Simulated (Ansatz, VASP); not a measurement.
# Cross-check of LaBPd3 between VASP and Ansatz, part 2 of 3

One calculation is typed for both programs; each brings its own data sets. How far apart do they land? Of the first pair: The two relaxations start from unlike cells of this crystal (the structure described is Ansatz's start), so only their ends are compared.

VASP 6.6.1 and Ansatz 0.2.0.

So far: Set-up; VASP: relaxation of cell and atoms, PBEsol, pair 1.

**3. Ansatz: relaxation of cell and atoms, PBEsol, pair 1**

Level of this step: Ansatz beside VASP: Kohn-Sham DFT, plane waves, PBEsol (Ansatz).

Ansatz runs on its PAW soft_1 files.

Its own start cell and the same functional, mesh and smearing now go to Ansatz, which takes its cutoff from its data sets.

File input.yaml:

```yaml
crystal:
  lattice:
    - [4.229, 0.0, 0.0]
    - [0.0, 4.229, 0.0]
    - [0.0, 0.0, 4.229]
  atoms:
    - { symbol: La, position: [0.0, 0.0, 0.0] }
    - { symbol: B, position: [0.5, 0.5, 0.5] }
    - { symbol: Pd, position: [0.0, 0.5, 0.5] }
    - { symbol: Pd, position: [0.5, 0.0, 0.5] }
    - { symbol: Pd, position: [0.5, 0.5, 0.0] }
kpoints:
  mp_grid: { grid: [6, 6, 6] }
hamiltonian:
  xc: pbesol
  pseudopotentials: { kind: paw, azcp: { folder: soft_1 }, xc_functional: pbe }
scf:
  occupations: { method: gaussian, width: 0.1 }
output:
  forces: true
  stress: true
  eigenvalues: true
relax:
  adjacent_minimum: "off"
  f_tol: 0.05
  max_steps: 80
  cell: { stress_tol: 0.5 }
```

The run is started by

```
$ ansatz run input.yaml --threads 4 --pin off --max-ram 10240MiB --backend cpu --events-out ev --progress --plain --runs-dir out
```

Numbers of over 12 decimals in the logs are rounded to 6 here.

The log of the run:

```text
The last accepted step is kept in <dir> (removed where the run ends without a failure and the disk answers)
Engine: ansatz 0.2.0, aarch64-unknown-linux-gnu
Pseudopotentials: kind: paw
Pseudopotential: La, paw, valence charge 11, recommended cutoff 420 eV (normal), soft_1/La.paw.azcp
Pseudopotential: B, paw, valence charge 3, recommended cutoff 420 eV (normal), soft_1/B.paw.azcp
Pseudopotential: Pd, paw, valence charge 18, recommended cutoff 420 eV (normal), soft_1/Pd.paw.azcp
Functional definition: PBEsol
  exchange = pbesol_x
  correlation = pbesol_c
Crystal: 5 atoms, lattice volume = 75.633 Å³
Basis set: ecut = 420 eV, 1419 PW (Γ), exchange–correlation on 60×60×60 points (8 copies of the dense FFT grid, shifted against one another)
Bands: 41, of which v1, the nominal top of the filled ones, is band 34 counted from 1 (33 counted from 0)
Symmetry: 48 space group operations
Space group: Pm-3m (ITA 221), of the structure as read, at distance tolerance 4.2e-5 Å
k-points: 20 of 216
Non-local potential: La, projectors of the file, l = 0: 3, l = 1: 2, l = 2: 2, l = 3: 3
Non-local potential: B, projectors of the file, l = 0: 2, l = 1: 2, l = 2: 1
Non-local potential: Pd, projectors of the file, l = 0: 2, l = 1: 2, l = 2: 2, l = 3: 1
PAW form: soft (Blöchl's): semilocal exchange-correlation on the pseudo side does not see the compensation charge
PAW frozen core: La, regenerated for the run's functional, and the local potential with it (the file was generated under x = pbe(κ = 0.804, μ = 0.219515), c = pbe(β = 0.066725))
PAW frozen core: B, regenerated for the run's functional, and the local potential with it (the file was generated under x = pbe(κ = 0.804, μ = 0.219515), c = pbe(β = 0.066725))
PAW frozen core: Pd, regenerated for the run's functional, and the local potential with it (the file was generated under x = pbe(κ = 0.804, μ = 0.219515), c = pbe(β = 0.066725))
PAW one-centre angular grid: La, 590 points (default); XC on 64 Gauss nodes
PAW one-centre angular grid: B, 110 points (default); XC on 64 Gauss nodes
PAW one-centre angular grid: Pd, 590 points (default); XC on 64 Gauss nodes
Initial density: superposition of atomic densities (chi_scale 0.1, normalization cell, long waves kept (reshape's long-wave potential 0.00 eV rms))
Initial wavefunctions: pseudopotential atomic-orbital guess
Functional: x = pbesol(κ = 0.804, μ = 0.123457), c = pbesol(β = 0.046)
SCF iter   1: F=—  HF=-27076.316170 eV  |F-HF|=—  |Δ(HF+E_count)|=         —  Δρ=1.05e0  dr2=1.41e3  ethr=3.10e-3  ⟨swp⟩=4.2  Hψ=2446  notcnv=0
preconditioner: auto → Kerker (q_TF=auto, 2.680 Å⁻¹)  [metal: Δε(μ)=0.006 eV  Ē_g=5.584 eV  σ=0.100 eV  W_gap=0.03  n_scr=26 (ndim 8)  ℏωp=27.7 eV  f_vac=0.000  D(μ)=14.70/eV (n_scr^D=250)]
SCF iter   2: F=—  HF=-27042.296776 eV  |F-HF|=—  |Δ(HF+E_count)|=    3.40e1  Δρ=3.26e-1  dr2=1.33e2  ethr=3.10e-3  ⟨swp⟩=3.8  Hψ=2278  notcnv=0  defer=14
SCF iter   3: F=—  HF=-27039.053343 eV  |F-HF|=—  |Δ(HF+E_count)|=    3.24e0  Δρ=2.02e-1  dr2=4.92e1  ethr=3.10e-3  ⟨swp⟩=3.2  Hψ=1421  notcnv=0
SCF iter   4: F=—  HF=-27037.056035 eV  |F-HF|=—  |Δ(HF+E_count)|=    2.00e0  Δρ=4.31e-2  dr2=1.86e0  ethr=3.10e-3  ⟨swp⟩=3.6  Hψ=2021  notcnv=0
SCF iter   5: F=—  HF=-27036.986062 eV  |F-HF|=—  |Δ(HF+E_count)|=   7.00e-2  Δρ=3.09e-2  dr2=1.14e0  ethr=2.74e-3  ⟨swp⟩=3.0  Hψ=1078  notcnv=0  defer=10
SCF iter   6: F=—  HF=-27036.864740 eV  |F-HF|=—  |Δ(HF+E_count)|=   1.21e-1  Δρ=2.06e-2  dr2=4.74e-1  ethr=1.68e-3  ⟨swp⟩=3.8  Hψ=1340  notcnv=0  defer=15
SCF iter   7: F=—  HF=-27036.826401 eV  |F-HF|=—  |Δ(HF+E_count)|=   3.83e-2  Δρ=1.67e-2  dr2=3.05e-1  ethr=6.98e-4  ⟨swp⟩=3.0  Hψ=1092  notcnv=0  defer=26
SCF iter   8: F=—  HF=-27036.738019 eV  |F-HF|=—  |Δ(HF+E_count)|=   8.84e-2  Δρ=3.13e-3  dr2=5.29e-3  ethr=4.49e-4  ⟨swp⟩=6.2  Hψ=2486  notcnv=0  defer=28
SCF iter   9: F=—  HF=-27036.758497 eV  |F-HF|=—  |Δ(HF+E_count)|=   2.05e-2  Δρ=7.54e-3  dr2=6.37e-2  ethr=7.79e-6  ⟨swp⟩=5.3  Hψ=2135  notcnv=0  defer=35
SCF iter  10: F=—  HF=-27036.738248 eV  |F-HF|=—  |Δ(HF+E_count)|=   2.02e-2  Δρ=2.51e-3  dr2=7.31e-3  ethr=7.79e-6  ⟨swp⟩=3.4  Hψ=1507  notcnv=0  defer=34
SCF iter  11: F=—  HF=-27036.736344 eV  |F-HF|=—  |Δ(HF+E_count)|=   1.90e-3  Δρ=1.20e-3  dr2=1.62e-3  ethr=7.79e-6  ⟨swp⟩=2.4  Hψ=1453  notcnv=0  defer=35
SCF iter  12: F=—  HF=-27036.735778 eV  |F-HF|=—  |Δ(HF+E_count)|=   5.66e-4  Δρ=2.82e-5  dr2=6.23e-7  ethr=2.38e-6  ⟨swp⟩=2.4  Hψ=1462  notcnv=0  defer=35
SCF iter  13: F=—  HF=-27036.735853 eV  |F-HF|=—  |Δ(HF+E_count)|=   7.50e-5  Δρ=1.94e-5  dr2=4.75e-7  ethr=1.47e-10  ⟨swp⟩=14.6  Hψ=5288  notcnv=0
SCF iter  14: F=—  HF=-27036.735853 eV  |F-HF|=—  |Δ(HF+E_count)|=   8.31e-8  Δρ=1.04e-5  dr2=1.27e-7  ethr=6.99e-10  ⟨swp⟩=2.0  Hψ=900  notcnv=0
[...]
SCF iter   4: F=—  HF=-27037.008527 eV  |F-HF|=—  |Δ(HF+E_count)|=   5.01e-4  Δρ=2.15e-4  dr2=5.52e-5  ethr=2.46e-6  ⟨swp⟩=2.0  Hψ=1437  notcnv=0
SCF iter   5: F=—  HF=-27037.008573 eV  |F-HF|=—  |Δ(HF+E_count)|=   4.56e-5  Δρ=4.57e-5  dr2=1.80e-6  ethr=8.12e-8  ⟨swp⟩=2.1  Hψ=1330  notcnv=0
SCF iter   6: F=-27037.008573 eV  HF=-27037.008573 eV  |F-HF|=9.12e-9  |Δ(HF+E_count)|=   2.89e-7  Δρ=8.05e-6  dr2=4.84e-8  ethr=7.35e-10  ⟨swp⟩=8.2  Hψ=4161  notcnv=0
SCF 3 converged in 6 iterations: F = -27037.008573 eV  dr2 = 4.84e-8
  greatest PAW one-centre occupation: 0.999 electrons in one spin orbital (limit 2), on the Pd atom at site 2 (counted from 0), in its partial waves of l = 0
relax step   3: F+E_penalty+E_count = -27037.00857264 eV  Δ(F+E_penalty+E_count) = -5.019e-2 eV  max|allowed force component| = 1.112e-29 eV/Å  Δτ_max = 0.0000 Å  P = -0.759 GPa  Ω = 82.622 Å³  energy of the carried Pulay correction = -2.191e-3 eV  (6 SCF iters, dr2 threshold 5.00e-7 eV, accepted)
[...]
relax step   4: F+E_penalty+E_count = -27037.00974506 eV  Δ(F+E_penalty+E_count) = -1.172e-3 eV  max|allowed force component| = 8.415e-30 eV/Å  Δτ_max = 0.0000 Å  P = +0.053 GPa  Ω = 82.156 Å³  energy of the carried Pulay correction = -2.051e-3 eV  (6 SCF iters, dr2 threshold 5.00e-7 eV, accepted)
[...]
relax step   5: F+E_penalty+E_count = -27037.01187310 eV  Δ(F+E_penalty+E_count) = -2.128e-3 eV  max|allowed force component| = 2.030e-29 eV/Å  Δτ_max = 0.0000 Å  P = +0.063 GPa  Ω = 82.156 Å³  stress off target by 6.31e-2 GPa  SCF on the basis re-selected at this cell (its energy is not comparable with the rows above)  (6 SCF iters)
basis re-selected at this cell: Δ(F+E_penalty+E_count) = -2.128e-3 eV, ΔP = +0.010 GPa vs the last step (what re-selecting the basis moved, of the pressure what is left beyond the Pulay correction that the steps carried, after the strain that the cell walked since its last selection, with what the two solves' SCF thresholds leave and, on support functions, any second-order correction that the steps lacked; it is no m [...]
SCF converged after 6 iterations
Free energy (F): -27037.011873 eV
Harris-Foulkes:  -27037.011873 eV  (|F-HF|=0.00e0)
Internal energy: -27036.984420 eV  (E = F + TS)
E sigma→0 (E₀):  -27036.998147 eV
Entropy (-TS):   -0.027453 eV (-5.491 meV/atom)
Fermi energy:    16.896888 eV
--- Per-component energies (eV) ---
  E_band       = -570.712209
  E_kinetic    = 1582.981375
  E_local      = -7232.735873  (includes V_loc(G=0)·N_el)
  E_nonlocal   = 1213.150148
  E_hartree    = 2967.451200
  E_xc         = -589.600854
  E_vxc        = -710.182750  (∫ρ·V_xc dr)
  E_paw        = -16640.167709  (= ΣΔE_a)
  E_vpaw       = -1358.828078  (= ΣTr[D̂ρ^β])
  E_aug_tail   = 0.000657  (compensation charges beyond the density's cutoff)
  E_ewald      = -8339.154687
  E_core_change = 1.091323  (= ΣΔE_core)
  E_smearing   = -0.027453  (= −TS)
  E_closure    = -0.000000  (closes the sum)
  Σ components = -27037.011873   (vs F -27037.011873, Δ=0.00e0)
--- Forces (eV/Å), atoms counted from 1 ---
  atom   1  La     0.00000000    -0.00000000     0.00000000
  atom   2  B      0.00000000    -0.00000000     0.00000000
  atom   3  Pd    -0.00000000     0.00000000     0.00000000
  atom   4  Pd     0.00000000    -0.00000000     0.00000000
  atom   5  Pd    -0.00000000     0.00000000    -0.00000000
  max |Σ_I F_I| component: 1.95e-29 eV/Å
--- Stress (GPa, compression-positive) ---
        0.063115      -0.000000       0.000000
       -0.000000       0.063115      -0.000000
        0.000000      -0.000000       0.063115
  P = ⅓ Tr σ = 0.0631 GPa (0.631 kbar)
--- Band table (eV; the first three rows and the last of 20) ---
  k-point 0: bands = [... 30 lower, 15.1753, 15.1753, 15.5288, 15.5288, 15.5288, 18.6952, 18.6952, 18.8892, ... 3 higher]
  k-point 1: bands = [... 30 lower, 14.9424, 15.1756, 15.2555, 16.3295, 16.3295, 18.6431, 18.8555, 18.8983, ... 3 higher]
  k-point 2: bands = [... 30 lower, 14.6016, 14.6748, 15.1763, 16.9640, 16.9640, 18.5113, 18.7905, 18.9720, ... 3 higher]
  k-point 19: bands = [... 30 lower, 15.0208, 15.0208, 17.0212, 17.0212, 17.0212, 18.3269, 18.3269, 18.3269, ... 3 higher]
--- Relaxed structure (4 steps of the walk, 4 accepted, 1 SCFs on fresh bases) ---
  F+E_penalty+E_count = -27037.01187310 eV   max|allowed force component| = 2.030e-29 eV/Å   (the final SCF, on the basis selected at the relaxed cell)
  cell:  # Å, volume = 82.1564 Å³
    - [4.347242, 0, 0]
    - [0, 4.347242, 0]
    - [0, 0, 4.347242]
  atoms:
    - { symbol: La, position: [0, 0, 0] }
    - { symbol: B, position: [0.5, 0.5, 0.5] }
    - { symbol: Pd, position: [0, 0.5, 0.5] }
    - { symbol: Pd, position: [0.5, 0, 0.5] }
    - { symbol: Pd, position: [0.5, 0.5, 0] }
```

**4. Differences**

Known differences besides the potentials themselves: the data sets hold 68 valence electrons in Ansatz (on its PAW soft_1 files) and 44 in VASP; the cutoff is 420 eV in Ansatz and 500 eV in VASP; Ansatz makes its cores anew for this functional, VASP keeps those of its PBE data sets; Ansatz adds a Pulay correction to the stress that steers its cell, VASP none. Total energies have different zeros and are not compared.

Both answers:

| quantity | Ansatz | VASP | difference |
| --- | --- | --- | --- |
| volume (Å³) | 82.16 | 82.18 | -0.03 % |
| edge a after relaxation, in the typed setting (Å) | 4.347 | 4.348 | -0.01 % |

**5. VASP: relaxation of cell and atoms, PBEsol, pair 2**

The relaxed volume is the usual yardstick between codes: in a stiff, nearly cubic crystal its relative difference is about their pressure difference at one cell divided by the bulk modulus. Its start cell is another than that of the pair before, and may be another structure of the material.

File INCAR:

```
SYSTEM = LaBPd3
PREC = Accurate
ENCUT = 500
EDIFF = 1E-07
NELM = 200
ISMEAR = 0
SIGMA = 0.1
LREAL = .FALSE.
ALGO = Normal
GGA = PS
NBANDS = 28
LASPH = .TRUE.
LORBIT = 11
LWAVE = .FALSE.
LCHARG = .FALSE.
ISIF = 3
IBRION = 2
NSW = 80
EDIFFG = -0.005
GGA_COMPAT = .FALSE.
NELMIN = 4
LMAXMIX = 6
KPAR = 2
```

File POSCAR:

```
LaBPd3
1.0
    4.3472420000      0.0000000000      0.0000000000
    0.0000000000      4.3472420000      0.0000000000
    0.0000000000      0.0000000000      4.3472420000
La B Pd
1 1 3
Direct
    0.0000000000      0.0000000000      0.0000000000
    0.5000000000      0.5000000000      0.5000000000
    0.0000000000      0.5000000000      0.5000000000
    0.5000000000      0.0000000000      0.5000000000
    0.5000000000      0.5000000000      0.0000000000
```

File KPOINTS:

```
Automatic mesh
0
Gamma
8 8 8
0 0 0
```

Potentials, in the order of the species: La, B and Pd (PBE family, release 64).

The run is started by

```
$ mpirun -np 2 vasp_std
```

The log of the run:

```text
[banner, memory and clock lines left out]
running    2 mpi-ranks, on    1 nodes
[...]
[... a notice as in an earlier step ...]

 LDA part: xc-table for (Slater+PW92), standard interpolation
 POSCAR, INCAR and KPOINTS ok, starting setup
[...]
entering main loop
       N       E                     dE             d eps       ncg     rms          rms(c)
DAV:   1     0.349982525810E+03    0.34998E+03   -0.18375E+04  2072   0.219E+03
DAV:   2     0.293913936243E+02   -0.32059E+03   -0.29978E+03  2268   0.369E+02
DAV:   3    -0.298588890590E+02   -0.59250E+02   -0.55248E+02  2864   0.136E+02
DAV:   4    -0.353477285134E+02   -0.54888E+01   -0.52736E+01  3644   0.474E+01
[...]
DAV:  14    -0.330444271189E+02   -0.71317E-06   -0.51225E-06  2984   0.113E-02    0.204E-03
DAV:  15    -0.330444270860E+02    0.32924E-07   -0.17396E-06  3592   0.940E-03    0.989E-04
DAV:  16    -0.330444270479E+02    0.38089E-07   -0.12879E-07  2208   0.237E-03
   1 F= -.33044427E+02 E0= -.33034471E+02  d E =-.330444E+02
[...]
DAV:   8    -0.330444236570E+02    0.24789E-07   -0.44630E-08  1364   0.289E-03
   2 F= -.33044424E+02 E0= -.33034476E+02  d E =0.339082E-05
 trial-energy change:    0.000003  1 .order    0.000002   -0.000026    0.000030
 step:   0.4283(harm=  0.4632)  dis= 0.00000  next Energy=   -33.044432 (dE=-0.545E-05)
[...]
N       E                     dE             d eps       ncg     rms          rms(c)
DAV:   1    -0.330445541025E+02   -0.13042E-03   -0.23592E-03  2288   0.386E-01    0.746E-02
DAV:   2    -0.330444428544E+02    0.11125E-03   -0.74284E-04  2620   0.220E-01    0.250E-02
DAV:   3    -0.330444326660E+02    0.10188E-04   -0.60235E-05  3296   0.743E-02    0.106E-02
DAV:   4    -0.330444316223E+02    0.10438E-05   -0.13836E-05  3044   0.312E-02    0.328E-03
DAV:   5    -0.330444317706E+02   -0.14836E-06   -0.15972E-06  3428   0.112E-02    0.226E-03
DAV:   6    -0.330444322217E+02   -0.45108E-06   -0.14595E-07  1936   0.361E-03    0.714E-04
DAV:   7    -0.330444323879E+02   -0.16618E-06   -0.36695E-08  1364   0.246E-03    0.206E-04
DAV:   8    -0.330444323980E+02   -0.10088E-07   -0.18313E-08  1376   0.174E-03
   3 F= -.33044432E+02 E0= -.33034480E+02  d E =-.535010E-05
[...]
reached required accuracy - stopping structural energy minimisation
```

Parts of OUTCAR (step 5):

```text
  Total        0.0018346      0.0018346      0.0018346     -0.0000000      0.0000000      0.0000000
  in kB        0.0357643      0.0357643      0.0357643     -0.0000000      0.0000000      0.0000000
  external PRESSURE =       0.0357643 kB  Pullay stress =       0.0000000 kB

 POSITION                                       TOTAL-FORCE (eV/Angst)
 -----------------------------------------------------------------------------------
      0.00000      0.00000      0.00000        -0.000000      0.000000      0.000000
      2.17389      2.17389      2.17389         0.000000      0.000000      0.000000
     -0.00000      2.17389      2.17389         0.000000      0.000000      0.000000
      2.17389      0.00000      2.17389        -0.000000      0.000000      0.000000
      2.17389      2.17389     -0.00000        -0.000000      0.000000      0.000000
 -----------------------------------------------------------------------------------
    total drift:                                0.000000     -0.000000     -0.000000

  FREE ENERGIE OF THE ION-ELECTRON SYSTEM (eV)
  ---------------------------------------------------
  free  energy   TOTEN  =       -33.0444323980 eV

  energy  without entropy=      -33.0245280139  energy(sigma->0) =      -33.03448021

[... 1 part as in an earlier step ...]

[... 3 further parts left out ...]
[key lines of the parts left out:]
E-fermi :   9.9233
```

**6. Ansatz: relaxation of cell and atoms, PBEsol, pair 2**

The same cell, functional, mesh and smearing now go to Ansatz, which takes its cutoff from its data sets.

The cell is taken from a series of runs on this material, whose earlier steps may have relaxed, scaled, displaced or heated it; both programs get it as it stands.

input.yaml, the sections that differ from step 3:

```yaml
crystal:
  lattice:
    - [4.3472421779, 0.0, 0.0]
    - [0.0, 4.3472421779, 0.0]
    - [0.0, 0.0, 4.3472421779]
  atoms:
    - { symbol: La, position: [0.0, 0.0, 0.0] }
    - { symbol: B, position: [0.5, 0.5, 0.5] }
    - { symbol: Pd, position: [0.0, 0.5, 0.5] }
    - { symbol: Pd, position: [0.5, 0.0, 0.5] }
    - { symbol: Pd, position: [0.5, 0.5, 0.0] }
kpoints:
  mp_grid: { grid: [8, 8, 8] }
relax:
  adjacent_minimum: "off"
  f_tol: 0.005
  max_steps: 80
  cell: { stress_tol: 0.05 }
# hamiltonian, scf, output: as in step 3
```

The run is started by

```
$ ansatz run input.yaml --threads 4 --pin off --max-ram 10240MiB --backend cpu --events-out ev --progress --plain --runs-dir out
```

The log of the run:

```text
[...]
Crystal: 5 atoms, lattice volume = 82.156 Å³
Basis set: ecut = 420 eV, 1575 PW (Γ), exchange–correlation on 60×60×60 points (8 copies of the dense FFT grid, shifted against one another)
Bands: 41, of which v1, the nominal top of the filled ones, is band 34 counted from 1 (33 counted from 0)
Symmetry: 48 space group operations
[...]
k-points: 35 of 512
[...]
--- Relaxed structure (2 steps of the walk, 2 accepted, 1 SCFs on fresh bases) ---
[...]
cell:  # Å, volume = 82.2225 Å³
    - [4.348407, 0, 0]
    - [0, 4.348407, 0]
    - [0, 0, 4.348407]
  atoms:
    - { symbol: La, position: [0, 0, 0] }
    - { symbol: B, position: [0.5, 0.5, 0.5] }
    - { symbol: Pd, position: [0, 0.5, 0.5] }
    - { symbol: Pd, position: [0.5, 0, 0.5] }
    - { symbol: Pd, position: [0.5, 0.5, 0] }
[key lines of the parts left out:]
SCF converged after 8 iterations
Free energy (F): -27037.011823 eV
Fermi energy:    16.891317 eV
P = ⅓ Tr σ = -0.0413 GPa (-0.413 kbar)
```

**7. Differences**

What differs besides the data sets and the points named for the pairs above, as far as they apply: the data sets hold 68 valence electrons in Ansatz (on its PAW soft_1 files) and 44 in VASP. Total energies have different zeros and are not compared.

Both answers:

| quantity | Ansatz | VASP | difference |
| --- | --- | --- | --- |
| volume (Å³) | 82.22 | 82.19 | +0.04 % |
| edge a after relaxation, in the typed setting (Å) | 4.348 | 4.348 | +0.01 % |

(Continued in part 3 of 3.)

[Lines on the potential files, build, host, timing and source positions are cut from VASP's logs without a mark.]

[Logs are printed without paths, hosts, clocks, repeated set-up lines and the standing remarks that a program may print on its own settings, such as how far it seeks lower states.]

[Hosts, paths, dates, database ids (printed as entryN), source tags and the programs' standing remarks are cut or masked in the printed files.]
